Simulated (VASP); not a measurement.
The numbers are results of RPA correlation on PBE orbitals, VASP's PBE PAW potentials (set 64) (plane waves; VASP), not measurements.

VASP input:

### KPOINTS
```
Automatic mesh
0
Gamma
4 4 4
0 0 0
```

POSCAR:
```
LiCl
1
    0.0000000000     2.6367830000     2.6367830000
    2.6367830000     0.0000000000     2.6367830000
    2.6367830000     2.6367830000     0.0000000000
Li Cl
1 1
Direct
  0.0000000000   0.0000000000   0.0000000000
  0.5000000000   0.5000000000   0.5000000000
```

### INCAR
```
ALGO  =  ACFDT
ENCUT  =  500
ENCUTGW  =  300
GGA  =  PE
ISMEAR  =  0
LASPH  =  .TRUE.
LCHARG  =  .FALSE.
LREAL  =  .FALSE.
LWAVE  =  .FALSE.
NBANDS  =  950
NOMEGA  =  12
PREC  =  Normal
SIGMA  =  0.01
SYSTEM  =  LiCl
```

POTCAR, in this order: Li_sv_GW Cl_GW (PBE.64 set). Program: vasp_std. Read from the step before: WAVECAR, WAVEDER.

What VASP printed:

### OSZICAR
```
energies w=
    0.000    1.239    0.000    3.960    0.000    7.476    0.000   12.543
    0.000   20.324    0.000   32.709    0.000   52.896    0.000   86.468
    0.000  143.719    0.000  245.846    0.000  449.276    0.000 1021.267
NQ=   1    0.0000    0.0000    0.0000,
 performed       3583000 updates of chi_q(r,r)
NQ=   2    0.2500    0.0000    0.0000,
 performed       7166000 updates of chi_q(r,r)
NQ=   3    0.5000    0.0000    0.0000,
 performed      10749000 updates of chi_q(r,r)
NQ=   4    0.2500    0.2500    0.0000,
 performed      14332000 updates of chi_q(r,r)
NQ=   5    0.5000    0.2500    0.0000,
 performed      17915000 updates of chi_q(r,r)
NQ=   6   -0.2500    0.2500    0.0000,
 performed      21498000 updates of chi_q(r,r)
NQ=   7    0.5000    0.5000    0.0000,
 performed      25081000 updates of chi_q(r,r)
NQ=   8   -0.2500    0.5000    0.2500,
 performed      28664000 updates of chi_q(r,r)
```

File OUTCAR:
```


      cutoff energy     smooth cutoff   RPA   correlation   Hartree contr. to MP2
---------------------------------------------------------------------------------
            300.000           240.000      -12.2067209511      -17.0099346137
            285.714           228.571      -12.1145523024      -16.9088382750
            272.109           217.687      -12.0188369154      -16.8036830914
            259.151           207.321      -11.9184286504      -16.6932049263
            246.811           197.449      -11.8150519277      -16.5792998378
            235.058           188.046      -11.7069377740      -16.4600214131
            223.865           179.092      -11.5956790051      -16.3371329426
            213.204           170.564      -11.4804374200      -16.2096673429
  linear regression
  converged value                          -13.2795967794      -18.1927758640
```
(Selected blocks of OUTCAR.)

The mesh is coarse, so the correlation energy is not converged in k-points.

The compound is LiCl in the rock salt structure. This cell is one point of a volume scan, at 1.08 of the reference volume. The k-mesh is coarse (spacing up to 0.52 per Å, 2π included), so the numbers may not be converged in it.
